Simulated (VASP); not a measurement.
Input:

```
Pt3Ti
1.0
    3.90293     0.00000     0.00000
    0.00000     3.90293     0.00000
    0.00000     0.00000     3.90293
Ti Pt
1 3
Cartesian
  0.00000   0.00000   0.00000
  0.00000   1.95147   1.95147
  1.95147   0.00000   1.95147
  1.95147   1.95147   0.00000
```

All values below come from PBE GGA with D3 dispersion (Becke-Johnson damping), VASP's PBE PAW potentials (set 64) (plane waves; VASP 6.6.1). Run with 520 eV cut-off, 8×8×8 Γ-centred mesh, first-order Methfessel-Paxton smearing of 0.10 eV, potentials Ti_sv Pt.

Problem. Give the energy at these volumes per atom, relative to the lowest: 13.97, 14.41, 14.86, 15.30, 15.75 Å³.

Solution. 49.7, 11.8, 0.0, 9.9, 37.9 meV/atom. A third-order Birch-Murnaghan fit gives B0 = 259 GPa and B0′ = 5.0.

Measured: a 3.916 Å (computed value off by -0.3 %), as given by Molecular Dynamics Simulations of PtTi High-Temperature Shape Memory Alloys Based on a Modified Embedded-Atom Method …. The calculation is for a static lattice, while the measured a holds thermal and zero-point effects, which are part of the difference.

The compound is Pt3Ti in the L1_2 structure. It was relaxed first.
